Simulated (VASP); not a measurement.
# ZrTiGe2 with vdW-DF2: from relaxation to properties, part 2 of 2

Aim: relax ZrTiGe2, then compute properties on the relaxed cell. The cell is invented: it takes the structure of a Materials Project entry for ZrTiC2 (space group 166 there), with some of its atoms replaced by other elements, volume scaled by an estimate. It may not be a known or stable phase.

VASP 6.6.1, plane waves and PAW; the level of theory is named at each step.

Still holding for the runs below: The k-mesh is coarse for a metal.

So far. Step 7 (Total and projected DOS (vdW-DF2)): The finer mesh and the other smearing move the Fermi level by +0.01 eV from the 7×7×7 run, a small shift, which tests the Fermi level alone. Of the states within 0.3 eV of the Fermi level, the largest shares in the PAW spheres are Ti d 34 %, Zr d 17 % and Ge p 13 %. The rest lies in smaller channels or between the spheres. Step 8 (Volume scan with vdW-DF2): The pressure here is 6.55 GPa.

## Step 9: Volume scan with vdW-DF2 (run 2)

Contents of INCAR:

```
SYSTEM = ZrTiGe2
PREC = Accurate
ENCUT = 410
EDIFF = 1E-06
NELM = 100
ISMEAR = 0
SIGMA = 0.05
LREAL = .FALSE.
ALGO = Normal
GGA = ML
AGGAC = 0
LUSE_VDW = .TRUE.
ZAB_VDW = -1.8867
LASPH = .TRUE.
NBANDS = 32
LORBIT = 11
LWAVE = .FALSE.
LCHARG = .FALSE.
KPAR = 2
ISIF = 2
```

Contents of POSCAR:

```
ZrTiGe2
1.0
    1.9236478002      1.1106188352      6.1049676363
   -1.9236478002      1.1106188352      6.1049676363
    0.0000000000     -2.2212365234      6.1049676240
Zr Ge Ti
1 2 1
Direct
    0.0000000000      0.0000000000      0.0000000000
    0.2444069505      0.2444069505      0.2444069506
    0.7555930495      0.7555930495      0.7555930494
    0.5000000000      0.5000000000      0.5000000000
```

Contents of KPOINTS:

```
Automatic mesh
0
Gamma
7 7 7
0 0 0
```

PAW data sets: Zr_sv, Ge_d and Ti_sv (PBE family, release 64).

Command:

```console
$ mpirun -np 2 vasp_std
```

It took 3.1 min on 2 MPI ranks of AMD EPYC 9R45, shared host; peak memory 1.7 GiB.

Numbers from this step:

```
free energy (TOTEN)     : -13.06 eV
energy at zero smearing : -13.06 eV
Fermi energy            : 7.693 eV
pressure                : 4.157 GPa
```

The pressure falls from 6.55 to 4.16 GPa.

The run ends at a pressure of 4.16 GPa, with forces up to 0.044 eV/Å.

## Step 10: Volume scan with vdW-DF2 (run 3)

INCAR is that of step 9.

Contents of POSCAR:

```
ZrTiGe2
1.0
    1.9369147560      1.1182785175      6.1470721919
   -1.9369147560      1.1182785175      6.1470721919
    0.0000000000     -2.2365558800      6.1470721795
Zr Ge Ti
1 2 1
Direct
    0.0000000000      0.0000000000      0.0000000000
    0.2444069505      0.2444069505      0.2444069506
    0.7555930495      0.7555930495      0.7555930494
    0.5000000000      0.5000000000      0.5000000000
```

KPOINTS is that of step 9.

Command:

```console
$ mpirun -np 2 vasp_std
```

Elapsed: 3.1 min, on 2 MPI ranks; peak memory 1.7 GiB; 6.1 min of CPU time.

The pressure falls from 4.16 to 2.00 GPa.

The run ends at a pressure of 2.00 GPa, with forces up to 0.018 eV/Å.

## Step 11: Volume scan with vdW-DF2 (run 4)

INCAR is that of step 10.

Contents of POSCAR:

```
ZrTiGe2
1.0
    1.9500024149      1.1258346826      6.1886077234
   -1.9500024149      1.1258346826      6.1886077234
    0.0000000000     -2.2516682025      6.1886077109
Zr Ge Ti
1 2 1
Direct
    0.0000000000      0.0000000000      0.0000000000
    0.2444069505      0.2444069505      0.2444069506
    0.7555930495      0.7555930495      0.7555930494
    0.5000000000      0.5000000000      0.5000000000
```

KPOINTS is that of step 10.

Command:

```console
$ mpirun -np 2 vasp_std
```

Wall time 3 min (2 MPI ranks); peak memory 1.8 GiB; 5.9 min of CPU time.

The pressure falls from 2.00 to 0.05 GPa.

The run ends at a pressure of 0.05 GPa, with forces up to 0.0060 eV/Å.

## Step 12: Volume scan with vdW-DF2 (run 5)

INCAR is that of step 11.

Contents of POSCAR:

```
ZrTiGe2
1.0
    1.9629167145      1.1332907587      6.2295930749
   -1.9629167145      1.1332907587      6.2295930749
    0.0000000000     -2.2665803470      6.2295930624
Zr Ge Ti
1 2 1
Direct
    0.0000000000      0.0000000000      0.0000000000
    0.2444069505      0.2444069505      0.2444069506
    0.7555930495      0.7555930495      0.7555930494
    0.5000000000      0.5000000000      0.5000000000
```

KPOINTS is that of step 11.

Command:

```console
$ mpirun -np 2 vasp_std
```

The job ended after 3.1 min (2 MPI ranks; peak memory 1.8 GiB).

The pressure falls from 0.05 to -1.72 GPa, so it vanishes between these two volumes.

## Step 13: Volume scan with vdW-DF2 (run 6)

INCAR is that of step 12.

Contents of POSCAR:

```
ZrTiGe2
1.0
    1.9756632841      1.1406499958      6.2700461115
   -1.9756632841      1.1406499958      6.2700461115
    0.0000000000     -2.2812988136      6.2700460989
Zr Ge Ti
1 2 1
Direct
    0.0000000000      0.0000000000      0.0000000000
    0.2444069505      0.2444069505      0.2444069506
    0.7555930495      0.7555930495      0.7555930494
    0.5000000000      0.5000000000      0.5000000000
```

KPOINTS is that of step 12.

Command:

```console
$ mpirun -np 2 vasp_std
```

The job ended after 3.2 min (2 MPI ranks; peak memory 1.7 GiB; 6.4 min of CPU time).

The pressure falls from -1.72 to -3.29 GPa.

The run ends at a pressure of -3.29 GPa, with forces up to 0.051 eV/Å.

## Step 14: Volume scan with vdW-DF2 (run 7)

A prediction first. A parabola through the 6 pressures of evenly scaled cells so far, P = 0.04 -92.8 t +200 t² GPa with t = ln(V/V₁) and V₁ the volume at scale 1, gives -4.68 GPa at t = +0.0583.

INCAR is that of step 13.

Contents of POSCAR:

```
ZrTiGe2
1.0
    1.9882474660      1.1479154783      6.3099837877
   -1.9882474660      1.1479154783      6.3099837877
    0.0000000000     -2.2958297711      6.3099837750
Zr Ge Ti
1 2 1
Direct
    0.0000000000      0.0000000000      0.0000000000
    0.2444069505      0.2444069505      0.2444069506
    0.7555930495      0.7555930495      0.7555930494
    0.5000000000      0.5000000000      0.5000000000
```

KPOINTS is that of step 13.

Command:

```console
$ mpirun -np 2 vasp_std
```

Wall time 3.2 min (2 MPI ranks); peak memory 1.8 GiB; 6 min of CPU time.

The pressure falls from -3.29 to -4.71 GPa. The parabola predicted -4.68 GPa, +0.03 GPa off.

## Step 15: The series together

Times are for 2 MPI ranks of AMD EPYC 9R45, shared host. The series side by side:

| no. | volume scale | energy above the lowest point (meV/atom) | pressure (GPa) | time | memory (GiB) |
| --- | --- | --- | --- | --- | --- |
| 1 | 0.94 | 26.68 | 6.554 | 2.9 min | 1.7 |
| 2 | 0.96 | 12.14 | 4.157 | 3.1 min | 1.7 |
| 3 | 0.98 | 3.43 | 1.997 | 3.1 min | 1.7 |
| 4 | 1 | 0 | 0.05462 | 3 min | 1.8 |
| 5 | 1.02 | 1.28 | -1.716 | 3.1 min | 1.8 |
| 6 | 1.04 | 6.8 | -3.286 | 3.2 min | 1.7 |
| 7 | 1.06 | 16.14 | -4.705 | 3.2 min | 1.8 |

## Step 16: Fit for vdW-DF2

This step: Birch-Murnaghan fit, vdW-DF2; plane waves and PAW; invented cell (VASP 6.6.1).

This step runs nothing: it gathers the runs above.

Numbers from this step:

* pressure derivative of the bulk modulus: 4.361
* r.m.s. error of the fit: 4.73e-6 eV/atom
* minimum inside the sampled range: yes
* bulk modulus: 91.00 GPa
* equilibrium volume of the fit: 20.47 Å³/atom

The energy above the fitted minimum by volume:

| volume (Å³/atom) | energy above the fitted minimum (eV/atom) |
| --- | --- |
| 19.157 | 0.0268 |
| 19.564 | 0.0122 |
| 19.972 | 0.00354 |
| 20.380 | 1.1e-4 |
| 20.787 | 0.00139 |
| 21.195 | 0.00691 |
| 21.602 | 0.0163 |

The fitted volume lies +0.43 % from the relaxed one. At a finite cutoff and mesh the minimum of the energy and the zero of the stress don't quite coincide, and the relaxation stops at a threshold. The atoms bear forces along the scan, since they were held; freeing them would lower the modulus.

## Step 17: Bands along the symmetry lines (vdW-DF2 + SOC)

This step: vdW-DF2, spin-orbit coupling; plane waves and PAW (Zr_sv, Ge_d, Ti_sv); invented cell (VASP 6.6.1).

Levels along the symmetry lines show where the bands peak and cross; KPOINTS_OPT computes them in the converged potential. Spin-orbit coupling needs spinors and the noncollinear program, where each band holds one electron.

INCAR: that of step 14 with these lines changed.

```diff
@@ -14,3 +14,8 @@
 LASPH = .TRUE.
-NBANDS = 32
+LNONCOLLINEAR = .TRUE.
+MAGMOM = 0 0 0 0 0 0 0 0 0 0 0 0
+NBANDS = 64
+GGA_COMPAT = .FALSE.
+LSORBIT = .TRUE.
+LMAXMIX = 4
 LORBIT = 11
@@ -19,2 +24 @@
 KPAR = 2
-ISIF = 2
```

Contents of POSCAR:

```
ZrTiGe2
1.0
    1.9500024149      1.1258346826      6.1886077234
   -1.9500024149      1.1258346826      6.1886077234
    0.0000000000     -2.2516682025      6.1886077109
Zr Ge Ti
1 2 1
Direct
    0.0000000000      0.0000000000      0.0000000000
    0.2444069505      0.2444069505      0.2444069506
    0.7555930495      0.7555930495      0.7555930494
    0.5000000000      0.5000000000      0.5000000000
```

Contents of KPOINTS:

```
Automatic mesh
0
Gamma
6 6 6
0 0 0
```

Contents of KPOINTS_OPT:

```
Line mode
16
Line-mode
Reciprocal
  0.00000000   0.00000000   0.00000000 GAMMA
  0.50000000   0.00000000   0.00000000 L

  0.50000000   0.00000000   0.00000000 L
  0.50000000   0.18873003  -0.18873003 B1

  0.81126997   0.50000000   0.18873003 B
  0.50000000   0.50000000   0.50000000 Z

  0.50000000   0.50000000   0.50000000 Z
  0.00000000   0.00000000   0.00000000 GAMMA

  0.00000000   0.00000000   0.00000000 GAMMA
  0.34436502   0.00000000  -0.34436502 X

  0.65563498   0.34436502   0.00000000 Q
  0.50000000   0.50000000   0.00000000 F

  0.50000000   0.50000000   0.00000000 F
  0.65563498   0.65563498   0.18873003 P1

  0.65563498   0.65563498   0.18873003 P1
  0.50000000   0.50000000   0.50000000 Z

  0.50000000   0.00000000   0.00000000 L
  0.81126997   0.34436502   0.34436502 P
```

Command:

```console
$ mpirun -np 2 vasp_ncl
```

It took 21 min on 2 MPI ranks; peak memory 3.2 GiB.

Numbers from this step:

```yaml
scf_cycles: 17
bands: 64
irreducible_k_points: 32
free_energy_toten: -13.21 eV
energy_at_zero_smearing: -13.20 eV
fermi_energy: 7.274 eV
pressure: 0.02170 GPa
```

On-site spin-orbit energy by atom:

| atom | on-site spin-orbit energy (eV) |
| --- | --- |
| Zr1 | -0.145 |
| Ge2 | -0.023 |
| Ge3 | -0.023 |
| Ti4 | -0.013 |

The electronic bands at the labelled points (eV, zero at the Fermi level; # counts the bands kept):

| point | #11 | #12 | #13 | #14 | #15 | #16 | #17 | #18 |
| --- | --- | --- | --- | --- | --- | --- | --- | --- |
| Γ | 0.07 | 0.07 | 0.09 | 0.09 | 0.25 | 0.25 | 0.53 | 0.53 |
| 0.53 of the way | -1.70 | -1.70 | -1.03 | -1.03 | -0.71 | -0.71 | 0.39 | 0.39 |
| L | -1.80 | -1.80 | -1.44 | -1.44 | -1.21 | -1.21 | 0.71 | 0.71 |
| 0.47 of the way | -2.14 | -2.14 | -1.61 | -1.61 | -1.51 | -1.51 | 0.99 | 0.99 |
| B1 | -2.31 | -2.31 | -1.41 | -1.41 | -1.32 | -1.32 | 0.74 | 0.74 |
| jump to B | -2.31 | -2.31 | -1.41 | -1.41 | -1.32 | -1.32 | 0.74 | 0.74 |
| 0.53 of the way | -1.36 | -1.36 | -1.13 | -1.13 | -1.10 | -1.10 | 0.38 | 0.38 |
| Z | -1.23 | -1.23 | -1.12 | -1.12 | -1.08 | -1.08 | 0.52 | 0.52 |
| 0.53 of the way | -0.26 | -0.26 | -0.19 | -0.19 | -0.19 | -0.19 | 0.27 | 0.27 |
| Γ | 0.07 | 0.07 | 0.09 | 0.09 | 0.25 | 0.25 | 0.53 | 0.53 |
| 0.47 of the way | -1.73 | -1.73 | -1.21 | -1.21 | -1.14 | -1.14 | 0.57 | 0.57 |
| X | -2.28 | -2.28 | -1.55 | -1.55 | -1.28 | -1.28 | 0.75 | 0.75 |
| jump to Q | -2.28 | -2.28 | -1.55 | -1.55 | -1.28 | -1.28 | 0.75 | 0.75 |
| 0.47 of the way | -2.05 | -2.05 | -1.63 | -1.63 | -0.61 | -0.61 | 0.23 | 0.23 |
| F | -1.76 | -1.76 | -1.18 | -1.18 | -0.04 | -0.04 | 0.36 | 0.36 |
| 0.53 of the way | -1.77 | -1.77 | -1.20 | -1.20 | -0.11 | -0.11 | 0.33 | 0.33 |
| P1 | -1.81 | -1.81 | -1.26 | -1.26 | -0.26 | -0.26 | 0.28 | 0.28 |
| 0.47 of the way | -1.50 | -1.50 | -1.00 | -1.00 | -0.55 | -0.55 | 0.05 | 0.05 |
| Z | -1.23 | -1.23 | -1.12 | -1.12 | -1.08 | -1.08 | 0.52 | 0.52 |
| jump to L | -1.80 | -1.80 | -1.44 | -1.44 | -1.21 | -1.21 | 0.71 | 0.71 |
| 0.47 of the way | -1.70 | -1.70 | -1.67 | -1.67 | -0.85 | -0.85 | 0.46 | 0.46 |
| P | -1.81 | -1.81 | -1.26 | -1.26 | -0.26 | -0.26 | 0.28 | 0.28 |

Of the projections kept (Zr, Ge, Ti), the largest for each band there; the rest of the weight can lie on other orbitals:

| point | #11 | #12 | #13 | #14 | #15 | #16 | #17 | #18 |
| --- | --- | --- | --- | --- | --- | --- | --- | --- |
| Γ | Ti 0.65 | Ti 0.65 | Ti 0.66 | Ti 0.66 | Ti 0.62 | Ti 0.62 | Ti 0.56 | Ti 0.56 |
| L | Ti 0.52 | Ti 0.52 | Zr 0.51 | Zr 0.51 | Ti 0.65 | Ti 0.65 | Ti 0.88 | Ti 0.88 |
| B1 | Ge 0.50 | Ge 0.50 | Ge 0.40 | Ge 0.40 | Ti 0.45 | Ti 0.45 | Ti 0.84 | Ti 0.84 |
| B | Ge 0.50 | Ge 0.50 | Ge 0.40 | Ge 0.40 | Ti 0.45 | Ti 0.45 | Ti 0.84 | Ti 0.84 |
| Z | Ti 0.71 | Ti 0.71 | Zr 0.64 | Zr 0.64 | Zr 0.66 | Zr 0.66 | Ti 0.97 | Ti 0.97 |
| Γ | Ti 0.65 | Ti 0.65 | Ti 0.66 | Ti 0.66 | Ti 0.62 | Ti 0.62 | Ti 0.56 | Ti 0.56 |

There is no gap at this level.

Of the bands kept, 6 cross the Fermi level on this path (spinor bands, one electron each).

## Step 18: Outcome

| Property | Result |
| --- | --- |
| relaxed volume | 20.38 Å³/atom |
| relaxed conventional cell a, b, c | 3.900, 3.900, 18.566 Å; angles 90.0, 90.0, 120.0° |
| space group after relaxing, within 0.02 Å | R-3m (No. 166) |
| band gap | none, a metal |
| DOS at the Fermi level | 0.701 states/eV/cell |
| bulk modulus from the fit | 91.0 GPa |
| volume from the fit | 20.5 Å³/atom |
| band gap (vdW-DF2 + SOC) | none, a metal |

In words: With vdW-DF2, ZrTiGe2 relaxes to 20.38 Å³/atom in space group R-3m (held by the symmetry of the run), comes out as a metal and has a bulk modulus of 91.0 GPa at fixed shape and positions, an upper bound. Bands along the symmetry lines (vdW-DF2): Of the bands kept, 3 cross the Fermi level on this path. Bands along the symmetry lines (vdW-DF2 + SOC): Of the bands kept, 6 cross the Fermi level on this path (spinor bands, one electron each). The k-sampling is coarse for a metal, so the Fermi level, pressures and the shape of the cell carry errors. No search among competing phases was made. All values are for a static lattice at zero temperature.

[Lines on the potential files, build, host, timing and source positions are cut from VASP's logs without a mark.]

[Logs are printed without paths, hosts, clocks, repeated set-up lines and the standing remarks that a program may print on its own settings, such as how far it seeks lower states.]

[Hosts, paths, dates, database ids (printed as entryN), source tags and the programs' standing remarks are cut or masked in the printed files.]

[A measured line is paired with the nearest computed mode of its activity, which favours agreement.]
